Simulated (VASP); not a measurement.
Method: PBE GGA, VASP's PBE PAW potentials (set 64) (plane waves; VASP).

The input files of a VASP run:

File POSCAR:
```
Al3Sc
1
    4.0355888546     0.0000000000     0.0000000000
   -0.0000000000     4.0355888546     0.0000000000
    0.0000000000    -0.0000000000     4.0355888546
Sc Al
1 3
Direct
  0.0000000000   0.0000000000   0.0000000000
  0.0000000000   0.5000000000   0.5000000000
  0.5000000000   0.0000000000   0.5000000000
  0.5000000000   0.5000000000   0.0000000000
```

**INCAR**
```
SYSTEM=Al3Sc
PREC=Accurate; ENCUT=480; LREAL=.FALSE.
LASPH=.TRUE.
EDIFF=1E-7; NELM=100; ALGO=Normal
LMAXMIX=4
ISMEAR=1; SIGMA=0.1
GGA=PE
IBRION=2; NSW=40; ISIF=3
EDIFFG=-0.01; PSTRESS=50
LWAVE=.FALSE.; LCHARG=.FALSE.
```

File KPOINTS:
```
Automatic mesh
0
Gamma
8 8 8
0 0 0
```

POTCAR, in this order: Sc_sv Al (PBE.64 set). Program: vasp_std.

What VASP printed:

### OSZICAR
```
       N       E                     dE             d eps       ncg     rms          rms(c)
DAV:   1     0.111097065536E+03    0.11110E+03   -0.79896E+03   988   0.121E+03
DAV:   2    -0.121611214014E+02   -0.12326E+03   -0.12129E+03   986   0.363E+02
DAV:   3    -0.200512892011E+02   -0.78902E+01   -0.74149E+01  1532   0.715E+01
DAV:   4    -0.201940600752E+02   -0.14277E+00   -0.14184E+00  1412   0.105E+01
DAV:   5    -0.201974558783E+02   -0.33958E-02   -0.33950E-02  1396   0.156E+00    0.951E+00
DAV:   6    -0.193172826961E+02    0.88017E+00   -0.44805E+00  1612   0.252E+01    0.349E+00
DAV:   7    -0.192675593364E+02    0.49723E-01   -0.87293E-02  1198   0.254E+00    0.197E+00
DAV:   8    -0.192447521455E+02    0.22807E-01   -0.36360E-02  1446   0.162E+00    0.216E-01
DAV:   9    -0.192444833420E+02    0.26880E-03   -0.31455E-03  1238   0.442E-01    0.930E-02
DAV:  10    -0.192444263355E+02    0.57006E-04   -0.23493E-04  1536   0.146E-01    0.763E-02
DAV:  11    -0.192444295087E+02   -0.31732E-05   -0.21254E-05  1342   0.332E-02    0.470E-02
DAV:  12    -0.192444153593E+02    0.14149E-04   -0.46286E-05  1238   0.437E-02    0.691E-03
DAV:  13    -0.192444155842E+02   -0.22488E-06   -0.18158E-06  1240   0.922E-03    0.178E-03
DAV:  14    -0.192444156909E+02   -0.10674E-06   -0.15896E-07   926   0.421E-03    0.846E-04
DAV:  15    -0.192444156877E+02    0.32665E-08   -0.36196E-08   712   0.354E-03
   1 F= -.17193347E+02 E0= -.17192999E+02  d E =-.171933E+02
```

OUTCAR:
```
------------------------ aborting loop because EDIFF is reached ----------------------------------------
  FORCE on cell =-STRESS in cart. coord.  units (eV):
  Direction    XX          YY          ZZ          XY          YZ          ZX
  --------------------------------------------------------------------------------------
  Total        2.0519064      2.0519064      2.0519064      0.0000000      0.0000000      0.0000000
  in kB       50.0204250     50.0204250     50.0204250      0.0000000      0.0000000      0.0000000
  external PRESSURE =       0.0204250 kB  Pullay stress =      50.0000000 kB
  volume of cell :       65.72
      direct lattice vectors                 reciprocal lattice vectors
     4.035588855  0.000000000  0.000000000     0.247795312  0.000000000  0.000000000
     0.000000000  4.035588855  0.000000000     0.000000000  0.247795312  0.000000000
     0.000000000  0.000000000  4.035588855     0.000000000  0.000000000  0.247795312
 POSITION                                       TOTAL-FORCE (eV/Angst)
 -----------------------------------------------------------------------------------
      0.00000      0.00000      0.00000         0.000000      0.000000      0.000000
      0.00000      2.01779      2.01779         0.000000      0.000000      0.000000
      2.01779      0.00000      2.01779         0.000000      0.000000      0.000000
      2.01779      2.01779      0.00000         0.000000      0.000000      0.000000
 -----------------------------------------------------------------------------------
    total drift:                                0.000000     -0.000000      0.000000
  FREE ENERGIE OF THE ION-ELECTRON SYSTEM (eV)
  ---------------------------------------------------
  free  energy   TOTEN  =       -19.2444156877 eV

  energy  without entropy=      -19.2433720859  energy(sigma->0) =      -19.24406782
  enthalpy is  TOTEN    =       -17.1933471928 eV   P V=        2.0510684949

 reached required accuracy - stopping structural energy minimisation
```
(Selected blocks of OUTCAR.)

The compound is Al3Sc in the L1_2 structure. It was relaxed first under an external pressure of 5 GPa.
